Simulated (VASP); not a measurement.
OSZICAR of a VASP run on CdS (space group F-43m):

**OSZICAR**
```
       N       E                     dE             d eps       ncg     rms          rms(c)
DAV:   1     0.931476213140E+02    0.93148E+02   -0.79264E+03   958   0.102E+03
DAV:   2    -0.347357780029E+01   -0.96621E+02   -0.93434E+02  1135   0.272E+02
DAV:   3    -0.728429497451E+01   -0.38107E+01   -0.38030E+01  1020   0.567E+01
DAV:   4    -0.731166571130E+01   -0.27371E-01   -0.27368E-01  1090   0.474E+00
DAV:   5    -0.731204738631E+01   -0.38168E-03   -0.38167E-03  1015   0.536E-01    0.820E+00
DAV:   6    -0.683501004199E+01    0.47704E+00   -0.99352E-01  1332   0.149E+01    0.645E+00
DAV:   7    -0.681471832495E+01    0.20292E-01   -0.18155E-01   935   0.354E+00    0.309E+00
DAV:   8    -0.681228335295E+01    0.24350E-02   -0.19995E-02   995   0.215E+00    0.262E-01
DAV:   9    -0.681195423869E+01    0.32911E-03   -0.29880E-03  1050   0.936E-01    0.622E-02
DAV:  10    -0.681199472262E+01   -0.40484E-04   -0.26241E-04   970   0.216E-01    0.646E-02
DAV:  11    -0.681202294825E+01   -0.28226E-04   -0.46542E-05   988   0.783E-02    0.343E-02
DAV:  12    -0.681202940070E+01   -0.64524E-05   -0.30826E-05   950   0.650E-02    0.793E-03
DAV:  13    -0.681202935377E+01    0.46925E-07   -0.28334E-06  1040   0.195E-02    0.236E-03
DAV:  14    -0.681202944811E+01   -0.94340E-07   -0.23581E-07   947   0.413E-03
   1 F= -.68120294E+01 E0= -.68120294E+01  d E =0.000000E+00
```

Q: Which electronic solver shows in the log?

A: It is blocked Davidson (ALGO = Normal, or the opening steps of other solvers). The INCAR had ALGO = Normal.

Q: Can the final energy be trusted as converged?

A: The run converged. It stopped with EDIFF = 1E-7, NELM = 100 (PBEsol GGA, plane waves, VASP's PBE PAW potentials (set 64)).

The structure comes from a measured CdS entry (F-43m) of the Crystallography Open Database, whose conditions weren't checked. It was relaxed first.
